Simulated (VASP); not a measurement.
Output of a VASP run:

File OSZICAR:
```
       N       E                     dE             d eps       ncg     rms          rms(c)
DAV:   1     0.544430513873E+02    0.54443E+02   -0.70388E+03   638   0.118E+03
DAV:   2    -0.256828493138E+02   -0.80126E+02   -0.76686E+02   681   0.248E+02
DAV:   3    -0.319070990462E+02   -0.62242E+01   -0.61932E+01   793   0.712E+01
DAV:   4    -0.320635027457E+02   -0.15640E+00   -0.15631E+00   734   0.120E+01
DAV:   5    -0.320684748401E+02   -0.49721E-02   -0.49720E-02   812   0.220E+00    0.227E+00
DAV:   6    -0.304544042511E+02    0.16141E+01   -0.39202E-01   674   0.806E+00    0.214E+00
DAV:   7    -0.305297282643E+02   -0.75324E-01   -0.20910E-01   647   0.634E+00    0.522E-01
DAV:   8    -0.305273674307E+02    0.23608E-02   -0.17653E-01   638   0.493E+00    0.244E-01
DAV:   9    -0.305753240055E+02   -0.47957E-01   -0.91660E-02   638   0.400E+00    0.316E-01
DAV:  10    -0.303374144748E+02    0.23791E+00   -0.11772E-01   641   0.463E+00    0.161E-01
DAV:  11    -0.305807454933E+02   -0.24333E+00   -0.91423E-02   638   0.392E+00    0.670E-02
DAV:  12    -0.305773973170E+02    0.33482E-02   -0.16640E-03   740   0.549E-01    0.939E-02
DAV:  13    -0.305801322361E+02   -0.27349E-02   -0.42363E-03   638   0.903E-01    0.545E-02
DAV:  14    -0.305822764550E+02   -0.21442E-02   -0.63356E-04   644   0.315E-01    0.168E-02
DAV:  15    -0.305823095039E+02   -0.33049E-04   -0.43025E-05   674   0.862E-02    0.153E-02
DAV:  16    -0.305823175821E+02   -0.80782E-05   -0.27270E-06   716   0.230E-02    0.100E-02
DAV:  17    -0.305823065042E+02    0.11078E-04   -0.35707E-06   659   0.238E-02    0.755E-03
DAV:  18    -0.305823005149E+02    0.59892E-05   -0.39949E-06   647   0.306E-02    0.505E-03
DAV:  19    -0.305822952349E+02    0.52800E-05   -0.57954E-07   680   0.117E-02    0.467E-03
DAV:  20    -0.305822936913E+02    0.15436E-05   -0.35048E-07   647   0.103E-02    0.256E-03
DAV:  21    -0.305822941293E+02   -0.43797E-06   -0.25863E-08   424   0.223E-03    0.114E-03
DAV:  22    -0.305822947035E+02   -0.57418E-06   -0.20625E-08   355   0.247E-03    0.589E-04
DAV:  23    -0.305822966627E+02   -0.19593E-05   -0.11036E-07   653   0.539E-03    0.241E-04
DAV:  24    -0.305822974210E+02   -0.75829E-06   -0.59966E-09   328   0.122E-03    0.178E-04
DAV:  25    -0.305822975979E+02   -0.17684E-06   -0.96719E-10   328   0.425E-04    0.393E-05
DAV:  26    -0.305822976418E+02   -0.43927E-07   -0.26580E-09   328   0.671E-04
   1 F= -.30582298E+02 E0= -.30582298E+02  d E =0.000000E+00
       N       E                     dE             ncg
       N       E                     dE             ncg
       N       E                     dE             ncg
```

File OUTCAR:
```
------------------------ aborting loop because EDIFF is reached ----------------------------------------
  FORCE on cell =-STRESS in cart. coord.  units (eV):
  Direction    XX          YY          ZZ          XY          YZ          ZX
  --------------------------------------------------------------------------------------
  Total        0.0127338      0.0127338      0.0127338      0.0000000      0.0000000     -0.0000000
  in kB        0.3131165      0.3131165      0.3131165      0.0000000      0.0000000     -0.0000000
  external PRESSURE =       0.3131165 kB  Pullay stress =       0.0000000 kB
  volume of cell :       65.16
      direct lattice vectors                 reciprocal lattice vectors
     0.000000000  3.193821978  3.193821978    -0.156552245  0.156552245  0.156552245
     3.193821978  0.000000000  3.193821978     0.156552245 -0.156552245  0.156552245
     3.193821978  3.193821978  0.000000000     0.156552245  0.156552245 -0.156552245
  FREE ENERGIE OF THE ION-ELECTRON SYSTEM (eV)
  ---------------------------------------------------
  free  energy   TOTEN  =       -30.5822976418 eV

  energy  without entropy=      -30.5822976418  energy(sigma->0) =      -30.58229764

 total charge

# of ion       s       p       d       tot
------------------------------------------
    1        0.036   5.975   0.000   6.012
    2        1.492   2.898   0.003   4.393
--------------------------------------------------
tot          1.528   8.874   0.003  10.405
```
(Selected blocks of OUTCAR.)

**POSCAR**
```
NaI
1
    0.0000000000     3.1938219782     3.1938219782
    3.1938219782    -0.0000000000     3.1938219782
    3.1938219782     3.1938219782     0.0000000000
Na I
1 1
Direct
  0.0000000000   0.0000000000   0.0000000000
  0.5000000000   0.5000000000   0.5000000000
```

Problem. Reconstruct the remaining input files.

Solution. One answer among several that fit: the input of the run itself, r2SCAN+rVV10, plane waves, VASP's PBE PAW potentials (set 64).

**KPOINTS_OPT**
```
k-points along high-symmetry lines
10
Line-mode
Reciprocal
  0.000000   0.000000   0.000000 ! GAMMA
  0.500000   0.000000   0.500000 ! X

  0.500000   0.000000   0.500000 ! X
  0.625000   0.250000   0.625000 ! U

  0.375000   0.375000   0.750000 ! K
  0.000000   0.000000   0.000000 ! GAMMA

  0.000000   0.000000   0.000000 ! GAMMA
  0.500000   0.500000   0.500000 ! L

  0.500000   0.500000   0.500000 ! L
  0.500000   0.250000   0.750000 ! W

  0.500000   0.250000   0.750000 ! W
  0.500000   0.000000   0.500000 ! X
```

File KPOINTS:
```
Automatic mesh
0
Gamma
8 8 8
0 0 0
```

### INCAR
```
! general
SYSTEM   = NaI
PREC     = Accurate
ENCUT    = 520   ! plane-wave cut-off (eV)
LREAL    = .FALSE.   ! projection in real space or not
LASPH    = .TRUE.

! electronic loop
EDIFF    = 1E-7
NELM     = 100   ! most electronic steps
ALGO     = Normal
LMAXMIX  = 4   ! l cut-off of mixed one-centre charges
LMIXTAU  = .TRUE.

! smearing
ISMEAR   = -5

! functional
METAGGA  = R2SCAN
LUSE_VDW = .TRUE.
BPARAM   = 11.95
CPARAM   = 0.0093

! ions
ISIF     = 2   ! forces and stress, cell fixed

! output
LWAVE    = .FALSE.
LCHARG   = .FALSE.
LORBIT   = 11   ! lm-projected
NEDOS    = 601   ! DOS grid
```

POTCAR, in this order: Na_pv I (PBE.64 set). Program: vasp_std.

The compound is NaI in the rock salt structure. It was relaxed first.
